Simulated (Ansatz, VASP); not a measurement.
# Two plane-wave programs on CuTe

```
Cu Te
1.0
     3.10000    0.00000    0.00000
     0.00000    4.02000    0.00000
     0.00000    0.00000    6.86000
Cu Te
2 2
Direct
  0.00000 0.50000 0.44900
  0.50000 0.00000 0.55100
  0.00000 0.00000 0.22300
  0.50000 0.50000 0.77700
```

Alike in both runs: task single point; functional LDA; k mesh 6 × 5 × 3; occupations gaussian, width 0.05 eV; collinear spin; Hubbard terms Cu d U = 8.0 eV, J = 0.9 eV.

```csv
,VASP,Ansatz
version,VASP 6.6.1,Ansatz 0.2.0
potentials or method,"VASP PAW LDA potentials, release 64 (Cu, Te)","scalar-relativistic, plane waves, PAW"
plane-wave cutoff (eV),520,420
valence electrons in the cell,34,70
```

|  | VASP | Ansatz | Ansatz less VASP |
| --- | --- | --- | --- |
| gap on the k mesh at the Fermi level (eV) | none | none | - |
| pressure (GPa) | -1.8 | -0.1 | +1.69 |
| largest component of the traceless stress (GPa) | 0.23 | 0.91 | +0.686 |
| rms of the force components (eV/Å) | 0.133 | 0.131 | -0.0018 |
| net moment per atom (μB) | 0.00 | 0.00 | 0.000 |

The programs project onto different local orbitals, so the same U acts differently. Atom by atom the forces differ by 0.133 eV/Å (rms over components). A gap of «none» marks a metal or a gap that the smearing closes. The two sets of potentials don't hold the same shells in valence. Ansatz warned: «filled_band_counts_differ_across_k_points».

Caveats: the U is typed as a test and isn't derived for this compound. Spin-orbit coupling is left out, which matters for the levels of Te. The state reached can hang on the start; a lower one may exist.
